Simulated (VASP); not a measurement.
OSZICAR of a VASP run on La2O3 (a-type):

### OSZICAR
```
       N       E                     dE             d eps       ncg     rms          rms(c)
DAV:   1     0.474160670744E+03    0.47416E+03   -0.15822E+04  1360   0.259E+03
DAV:   2     0.961467543345E+02   -0.37801E+03   -0.37279E+03  1952   0.411E+02
DAV:   3    -0.294424113609E+02   -0.12559E+03   -0.12482E+03  2528   0.225E+02
DAV:   4    -0.477489086384E+02   -0.18306E+02   -0.18298E+02  2384   0.932E+01
DAV:   5    -0.487800180053E+02   -0.10311E+01   -0.10308E+01  2536   0.261E+01    0.140E+01
DAV:   6    -0.438659313670E+02    0.49141E+01   -0.44043E+01  2104   0.413E+01    0.751E+00
DAV:   7    -0.437620824691E+02    0.10385E+00   -0.46299E+00  2528   0.228E+01    0.355E+00
DAV:   8    -0.437153575452E+02    0.46725E-01   -0.47465E-01  2360   0.610E+00    0.122E+00
DAV:   9    -0.437073930544E+02    0.79645E-02   -0.70659E-02  2504   0.231E+00    0.370E-01
DAV:  10    -0.437085961885E+02   -0.12031E-02   -0.26403E-02  2192   0.118E+00    0.171E-01
DAV:  11    -0.437092729740E+02   -0.67679E-03   -0.75014E-03  2472   0.731E-01    0.126E-01
DAV:  12    -0.437093479884E+02   -0.75014E-04   -0.16942E-03  2416   0.311E-01    0.547E-02
DAV:  13    -0.437093588995E+02   -0.10911E-04   -0.74815E-04  2440   0.197E-01    0.213E-02
DAV:  14    -0.437093658131E+02   -0.69136E-05   -0.72294E-05  2680   0.812E-02    0.981E-03
DAV:  15    -0.437093680757E+02   -0.22626E-05   -0.80887E-06  2624   0.204E-02    0.766E-03
DAV:  16    -0.437093683280E+02   -0.25235E-06   -0.13186E-05  2464   0.257E-02    0.194E-03
DAV:  17    -0.437093685143E+02   -0.18625E-06   -0.12315E-06  2496   0.915E-03    0.182E-03
DAV:  18    -0.437093685810E+02   -0.66735E-07   -0.73906E-07  2192   0.601E-03
   1 F= -.43709369E+02 E0= -.43709369E+02  d E =0.000000E+00
```

### Question
Which electronic solver shows in the log?

### Answer
It is blocked Davidson (ALGO = Normal, or the opening steps of other solvers). The INCAR had ALGO = Normal.

### Question
Can the final energy be trusted as converged?

### Answer
The calculation finished and met its thresholds. It stopped with EDIFF = 1E-7, NELM = 100 (PBEsol GGA, plane waves, VASP's PBE PAW potentials (set 64)).

The compound is La2O3 in the a-type structure. It was relaxed first.
